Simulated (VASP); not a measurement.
Output of a VASP run:

**OSZICAR**
```
       N       E                     dE             d eps       ncg     rms          rms(c)
DAV:   1     0.399773578366E+02    0.39977E+02   -0.76906E+03   865   0.116E+03
DAV:   2    -0.654917819634E+01   -0.46527E+02   -0.45420E+02   875   0.489E+02
DAV:   3    -0.876136122559E+01   -0.22122E+01   -0.20733E+01   902   0.536E+01
DAV:   4    -0.890218370260E+01   -0.14082E+00   -0.11436E+00   940   0.116E+01
DAV:   5    -0.890997574307E+01   -0.77920E-02   -0.69273E-02   913   0.224E+00    0.262E+01
DAV:   6    -0.889860723069E+01    0.11369E-01   -0.41455E-02   870   0.360E+00    0.155E+01
DAV:   7    -0.890513746229E+01   -0.65302E-02   -0.63426E-02   840   0.455E+00    0.367E-01
DAV:   8    -0.890495562022E+01    0.18184E-03   -0.41367E-03   822   0.995E-01    0.944E-02
DAV:   9    -0.890496474533E+01   -0.91251E-05   -0.28196E-04   896   0.218E-01    0.372E-02
DAV:  10    -0.890495849411E+01    0.62512E-05   -0.25895E-05   896   0.700E-02    0.390E-02
DAV:  11    -0.890495956719E+01   -0.10731E-05   -0.11230E-06   519   0.154E-02    0.296E-03
DAV:  12    -0.890495973438E+01   -0.16720E-06   -0.19787E-07   420   0.194E-02
   1 F= -.89049597E+01 E0= -.89028077E+01  d E =-.645605E-02
```

**OUTCAR**
```
------------------------ aborting loop because EDIFF is reached ----------------------------------------
  FORCE on cell =-STRESS in cart. coord.  units (eV):
  Direction    XX          YY          ZZ          XY          YZ          ZX
  --------------------------------------------------------------------------------------
  Total       -0.3542603      0.7163377      0.0311001     -0.0529521      0.0000000      0.0000000
  in kB       -9.0679356     18.3359614      0.7960625     -1.3554050      0.0000000      0.0000000
  external PRESSURE =       3.3546961 kB  Pullay stress =       0.0000000 kB
  volume of cell :       62.59
      direct lattice vectors                 reciprocal lattice vectors
     1.826979000 -2.991976000  0.000000000     0.273675833 -0.167113640  0.000000000
     1.826979000  2.991976000  0.000000000     0.273675833  0.167113640  0.000000000
     0.000000000  0.000000000  5.725363000     0.000000000  0.000000000  0.174661414
 POSITION                                       TOTAL-FORCE (eV/Angst)
 -----------------------------------------------------------------------------------
      1.82698      0.99733      1.43134         0.085190      0.052402     -0.000000
      1.92376     -0.99733      4.29402        -0.085190     -0.052402      0.000000
 -----------------------------------------------------------------------------------
    total drift:                                0.000013     -0.000000      0.000000
  FREE ENERGIE OF THE ION-ELECTRON SYSTEM (eV)
  ---------------------------------------------------
  free  energy   TOTEN  =        -8.9049597344 eV

  energy  without entropy=       -8.8985036877  energy(sigma->0) =       -8.90280772
```
(Selected blocks of OUTCAR.)

**POSCAR**
```
Er
1
    1.8269790000    -2.9919760000     0.0000000000
    1.8269790000     2.9919760000     0.0000000000
    0.0000000000     0.0000000000     5.7253630000
Er
2
Direct
  0.3333330000   0.6666670000   0.2500000000
  0.6931530000   0.3598190000   0.7500000000
```

### Question
Write an INCAR and KPOINTS that could have produced this output.

### Answer
Several could match; the one computed here: the input of the run itself, PBE GGA, plane waves, VASP's PBE PAW potentials (set 64).

### INCAR
```
! general
SYSTEM  =Er
PREC    =Accurate
ENCUT   =400
LREAL   =F
LASPH   =T
KSPACING=0.6
KGAMMA  =T

! electronic loop
EDIFF   =1E-6
NELM    =100
ALGO    =Normal
LMAXMIX =6

! smearing
ISMEAR  =1
SIGMA   =0.1

! functional
GGA     =PE

! ions
ISIF    =2

! output
LWAVE   =F
LCHARG  =F
```

POTCAR, in this order: Er_3 (PBE.64 set). Program: vasp_std.

The 4f electrons are frozen in the core of the lanthanide potential, so 4f levels, which can set the real gap, and their magnetism are missing.

The compound is Er in the hcp structure. The cell was not relaxed at this level, atoms are displaced from their ideal sites. The run is one of a series of settings (KGAMMA = .TRUE., KSPACING = 0.6, KPOINTS file removed against the base run), some of them coarse on purpose.
